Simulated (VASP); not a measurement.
A VASP calculation is set up with these files.

INCAR:
```
# general
SYSTEM =YN
PREC   =Accurate
ENCUT  =520   # plane-wave cut-off (eV)
LREAL  =.FALSE.   # projection in real space or not
LASPH  =.TRUE.   # aspherical one-centre terms

# electronic loop
EDIFF  =1E-6   # SCF stop (eV)
NELM   =100   # most electronic steps
ALGO   =Normal
LMAXMIX=4

# smearing
ISMEAR =1   # Methfessel-Paxton
SIGMA  =0.1   # width (eV)

# functional
GGA    =PS   # PBEsol

# ions
IBRION =2   # conjugate gradients
NSW    =60
ISIF   =3
EDIFFG =-0.01

# output
LWAVE  =.FALSE.
LCHARG =.FALSE.
```

File KPOINTS:
```
Automatic mesh
0
gamma
  11 11 11
```

POSCAR:
```
YN
1
    2.9568885142     0.0000000000     0.0000000000
   -0.0000000000     2.9568885142    -0.0000000000
   -0.0000000000     0.0000000000     2.9568885142
Y N
1 1
Direct
  0.0000000000   0.0000000000   0.0000000000
  0.5000000000   0.5000000000   0.5000000000
```

POTCAR, in this order: Y_sv N (PBE.64 set). Program: vasp_std.

**Question.** Write an equivalent input for Ansatz.

**Answer.** One equivalent input (not run):
Ansatz 0.2 input:
```yaml
crystal:
  lattice:
    - [2.9568885, 0.0000000, 0.0000000]
    - [0.0000000, 2.9568885, 0.0000000]
    - [0.0000000, 0.0000000, 2.9568885]
  atoms:
    - { symbol: Y, position: [0.0000000, 0.0000000, 0.0000000] }
    - { symbol: N, position: [0.5000000, 0.5000000, 0.5000000] }
kpoints:
  mp_grid: { grid: [11, 11, 11] }
hamiltonian:
  xc: pbesol
  pseudopotentials: { kind: paw }
scf:
  occupations: { method: methfessel_paxton, width: 0.1 }
  max_iter: 100
relax:
  max_steps: 60
  f_tol: 0.01
  cell: {}
output: { forces: true, stress: true, eigenvalues: true }
```
What does not carry over: each code has its own PAW files, so the cut-off isn't converted (ENCUT is set for VASP's; basis.ecutwfc is left out, and Ansatz then takes the one that its files recommend); Ansatz stops its SCF on the density residual and VASP on the energy change (EDIFF).

The structure was generated: YN was put into the CsCl type type (Pm-3m), which need not be its known phase. This run relaxes it. Symmetry was kept, so distortions that lower it aren't found. The start is the result of an earlier pass.
